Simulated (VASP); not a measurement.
```xyz
1
Lattice="0.0000 1.8897 1.8897 1.8897 0.0000 1.8897 1.8897 1.8897 0.0000" Properties=species:S:1:pos:R:3 pbc="T T T"
Rh     0.0000     0.0000     0.0000
```

All values below come from PBEsol GGA, VASP's PBE PAW potentials (set 64) (plane waves; VASP). Numerical set-up: 500 eV cut-off, 16×16×16 Γ-centred mesh, first-order Methfessel-Paxton smearing of 0.10 eV, potentials Rh_pv.

### Question
Predict the energy per atom (σ→0), band gap (on the k-mesh) with the smallest direct gap where there is one.

### Answer

| Quantity | Value |
|---|---|
| band gap (on the k-mesh) | none (metal, semimetal or under 0.01 eV) |
| energy per atom (σ→0) | -8.136 eV/atom |

Total energies compare only between runs with the same potentials, cut-off and functional.

The compound is Rh in the fcc structure. It was relaxed first.
